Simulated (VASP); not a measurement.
These are PBE GGA, VASP's PBE PAW potentials (set 64) (plane waves; VASP 6.6.1) values and carry that method's errors.

VASP ran on this input.

File KPOINTS:
```
Automatic mesh
0
Gamma
 6 6 6
0 0 0
```

INCAR:
```
SYSTEM = KBr
PREC = Accurate; ENCUT = 520; LREAL = .FALSE.
LASPH = .TRUE.
EDIFF = 1E-6; NELM = 100; ALGO = Normal
LMAXMIX = 4
ISMEAR = 0; SIGMA = 0.05
GGA = PE
IBRION = 2; NSW = 60; ISIF = 3
EDIFFG = -0.01
LWAVE = .FALSE.; LCHARG = .FALSE.
```

### POSCAR
```
KBr
1
    0.0000000000     3.3526307434     3.3526307434
    3.3526307434     0.0000000000     3.3526307434
    3.3526307434     3.3526307434     0.0000000000
K Br
1 1
Direct
  0.0000000000   0.0000000000   0.0000000000
  0.5000000000   0.5000000000   0.5000000000
```

POTCAR, in this order: K_sv Br (PBE.64 set). Program: vasp_std.

Output of the run:

### OUTCAR
```
 ion  position               nearest neighbor table
   1  0.000  0.000  0.000-
   2  0.500  0.500  0.500-
  LATTYP: Found a face centered cubic cell.
 ALAT       =     6.7052614868
 Subroutine PRICEL returns:
 Original cell was already a primitive cell.
 Subroutine GETGRP returns: Found 48 space group operations
The static configuration has the point symmetry O_h .
The dynamic configuration has the point symmetry O_h .
 Subroutine INISYM returns: Found 48 space group operations
 Subroutine IBZKPT returns following result:
 Found     16 irreducible k-points:

 Following reciprocal coordinates:
            Coordinates               Weight
  0.000000  0.000000  0.000000      1.000000
  0.166667  0.000000  0.000000      8.000000
  0.333333  0.000000  0.000000      8.000000
  0.500000  0.000000  0.000000      4.000000
  0.166667  0.166667  0.000000      6.000000
  0.333333  0.166667  0.000000     24.000000
  0.500000  0.166667  0.000000     24.000000
 -0.333333  0.166667  0.000000     24.000000
 -0.166667  0.166667  0.000000     12.000000
...
```

OSZICAR:
```
       N       E                     dE             d eps       ncg     rms          rms(c)
DAV:   1     0.101333503785E+03    0.10133E+03   -0.69974E+03   384   0.117E+03
DAV:   2     0.457767660321E+00   -0.10088E+03   -0.93408E+02   488   0.261E+02
DAV:   3    -0.611520670622E+01   -0.65730E+01   -0.65307E+01   496   0.621E+01
DAV:   4    -0.640705119292E+01   -0.29184E+00   -0.29131E+00   704   0.108E+01
DAV:   5    -0.640791893957E+01   -0.86775E-03   -0.86772E-03   488   0.649E-01    0.288E+00
DAV:   6    -0.622545156067E+01    0.18247E+00   -0.29619E-01   460   0.279E+00    0.209E+00
DAV:   7    -0.621244591118E+01    0.13006E-01   -0.13978E-01   476   0.217E+00    0.998E-01
DAV:   8    -0.622246179554E+01   -0.10016E-01   -0.16788E-02   516   0.107E+00    0.130E-01
DAV:   9    -0.622311604346E+01   -0.65425E-03   -0.78637E-04   496   0.190E-01    0.826E-02
DAV:  10    -0.622359943211E+01   -0.48339E-03   -0.56045E-04   448   0.172E-01    0.161E-02
DAV:  11    -0.622360372272E+01   -0.42906E-05   -0.19615E-05   532   0.287E-02    0.499E-03
DAV:  12    -0.622360661543E+01   -0.28927E-05   -0.39145E-06   436   0.170E-02    0.472E-03
DAV:  13    -0.622360686007E+01   -0.24463E-06   -0.47337E-07   372   0.424E-03
   1 F= -.62236069E+01 E0= -.62236069E+01  d E =-.622361E+01
```

File OUTCAR:
```
------------------------ aborting loop because EDIFF is reached ----------------------------------------
  FORCE on cell =-STRESS in cart. coord.  units (eV):
  Direction    XX          YY          ZZ          XY          YZ          ZX
  --------------------------------------------------------------------------------------
  Total        0.0154937      0.0154937      0.0154937     -0.0000000     -0.0000000      0.0000000
  in kB        0.3293656      0.3293656      0.3293656     -0.0000000     -0.0000000      0.0000000
  external PRESSURE =       0.3293656 kB  Pullay stress =       0.0000000 kB
  volume of cell :       75.37
      direct lattice vectors                 reciprocal lattice vectors
     0.000000000  3.352630743  3.352630743    -0.149136615  0.149136615  0.149136615
     3.352630743  0.000000000  3.352630743     0.149136615 -0.149136615  0.149136615
     3.352630743  3.352630743  0.000000000     0.149136615  0.149136615 -0.149136615
  FREE ENERGIE OF THE ION-ELECTRON SYSTEM (eV)
  ---------------------------------------------------
  free  energy   TOTEN  =        -6.2236068601 eV

  energy  without entropy=       -6.2236068601  energy(sigma->0) =       -6.22360686

 reached required accuracy - stopping structural energy minimisation
```
(Selected blocks of OUTCAR.)

### OUTCAR
```
 val. band max:       -1.9220969221   @ k =   0.0000   0.0000   0.0000

 cond. band min:       2.3877063062   @ k =   0.0000   0.0000   0.0000


 Fermi energy:        -1.6726242690

 k-point     1 :       0.0000    0.0000    0.0000
  band No.  band energies     occupation
      1     -29.8079      2.00000
      2     -14.1591      2.00000
      3     -13.2814      2.00000
      4     -13.2814      2.00000
      5     -13.2814      2.00000
      6      -1.9221      2.00000
      7      -1.9221      2.00000
      8      -1.9221      2.00000
      9       2.3877      0.00000
     10       5.6677      0.00000
     11       5.6677      0.00000
     12       5.6677      0.00000

 k-point     2 :       0.1667    0.0000    0.0000
  band No.  band energies     occupation
      1     -29.8068      2.00000
      2     -14.2081      2.00000
      3     -13.2826      2.00000
      4     -13.2826      2.00000
      5     -13.2174      2.00000
      6      -2.2583      2.00000
      7      -2.0004      2.00000
      8      -2.0004      2.00000
      9       3.0146      0.00000
     10       5.5183      0.00000
     11       5.9770      0.00000
     12       5.9770      0.00000

 k-point     3 :       0.3333    0.0000    0.0000
  band No.  band energies     occupation
      1     -29.8046      2.00000
      2     -14.2908      2.00000
      3     -13.2851      2.00000
      4     -13.2851      2.00000
      5     -13.1042      2.00000
      6      -2.7877      2.00000
      7      -2.1482      2.00000
      8      -2.1482      2.00000
      9       4.1311      0.00000
     10       5.6857      0.00000
     11       6.8029      0.00000
     12       6.8029      0.00000

 k-point     4 :       0.5000    0.0000    0.0000
  band No.  band energies     occupation
      1     -29.8036      2.00000
      2     -14.3269      2.00000
      3     -13.2863      2.00000
      4     -13.2863      2.00000
      5     -13.0526      2.00000
      6      -3.0099      2.00000
...
```

The compound is KBr in the rock salt structure. It was relaxed first. The start is the result of an earlier pass.
